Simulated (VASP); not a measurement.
Consider the following.

```
Hf16F
1.0
    6.38980     0.00000     0.00000
    3.19490     5.53373     0.00000
    0.00000     0.00000    21.53897
Hf F
16 1
Direct
  0.83333   0.33333   0.32445
  0.33333   0.33333   0.32445
  0.83333   0.83333   0.32445
  0.33333   0.83333   0.32445
  0.00000   0.00000   0.44148
  0.50000   0.00000   0.44148
  0.00000   0.50000   0.44148
  0.50000   0.50000   0.44148
  0.83333   0.33333   0.55852
  0.33333   0.33333   0.55852
  0.83333   0.83333   0.55852
  0.33333   0.83333   0.55852
  0.00000   0.00000   0.67555
  0.50000   0.00000   0.67555
  0.00000   0.50000   0.67555
  0.50000   0.50000   0.67555
  0.16667   0.16667   0.74007
```

Computed with PBE GGA, VASP's PBE PAW potentials (set 64) (plane waves; VASP). Run with PREC = Normal, EDIFF = 1E-5, 400 eV cut-off, 5×5×1 Γ-centred mesh, first-order Methfessel-Paxton smearing of 0.10 eV, potentials Hf F.

### Question
The ions are relaxed. Which structure does the run end with?

### Answer

```
Hf16F
1.0
    6.38980     0.00000     0.00000
    3.19490     5.53373     0.00000
    0.00000     0.00000    21.53897
Hf F
16 1
Direct
  0.83293   0.33353   0.33057
  0.33353   0.33353   0.33057
  0.83333   0.83333   0.32974
  0.33353   0.83293   0.33057
  0.99983   0.99983   0.43838
  0.50035   0.99983   0.43838
  0.99983   0.50035   0.43838
  0.50000   0.50000   0.43875
  0.83887   0.33057   0.56316
  0.33057   0.33057   0.56316
  0.83333   0.83333   0.56105
  0.33057   0.83887   0.56316
  0.99530   0.99530   0.67237
  0.50940   0.99530   0.67237
  0.99530   0.50940   0.67237
  0.50000   0.50000   0.66859
  0.16667   0.16667   0.72850
```

### Question
How much energy does the relaxation gain?

### Answer
The energy (σ→0) changes by -51.1 meV/atom, in 12 ionic steps.

The cell is a thin slab with vacuum, built from Hf (hcp): (001) face, F adsorbed.
